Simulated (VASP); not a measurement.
All values below come from PBEsol GGA, VASP's PBE PAW potentials (set 64) (plane waves; VASP).

A VASP calculation is set up with these files.

KPOINTS:
```
K-points
0
G
16 16 16
```

### INCAR
```
LMAXMIX = 4
ALGO = Normal   ! blocked Davidson
EDIFFG = -0.02   ! ionic stop
ISIF = 3   ! ions, shape and volume
SYSTEM = Rh
NELM = 100   ! most electronic steps
LCHARG = .FALSE.
LWAVE = .FALSE.
SIGMA = 0.1   ! width (eV)
ISMEAR = 1   ! Methfessel-Paxton
ENCUT = 500
NSW = 40   ! most ionic steps
PREC = Accurate
IBRION = 2
GGA = PS
LASPH = .TRUE.   ! aspherical one-centre terms
LREAL = .FALSE.   ! projection in real space or not
EDIFF = 1E-6
```

**POSCAR**
```
Rh
1
   -0.0000000000     1.8897486098     1.8897486098
    1.8897486098    -0.0000000000     1.8897486098
    1.8897486098     1.8897486098     0.0000000000
Rh
1
Direct
  0.0000000000   0.0000000000   0.0000000000
```

POTCAR, in this order: Rh_pv (PBE.64 set). Program: vasp_std.

What will the output report for the number of irreducible k-points (NKPTS), largest plane-wave count, number of space-group operations, FFT grid (NGX, NGY, NGZ)?

| Property | Value |
|---|---|
| number of irreducible k-points (NKPTS) | 145 |
| largest plane-wave count | 360 |
| number of space-group operations | 48 |
| FFT grid (NGX, NGY, NGZ) | 20 × 20 × 20 |

The compound is Rh in the fcc structure. It was relaxed first.
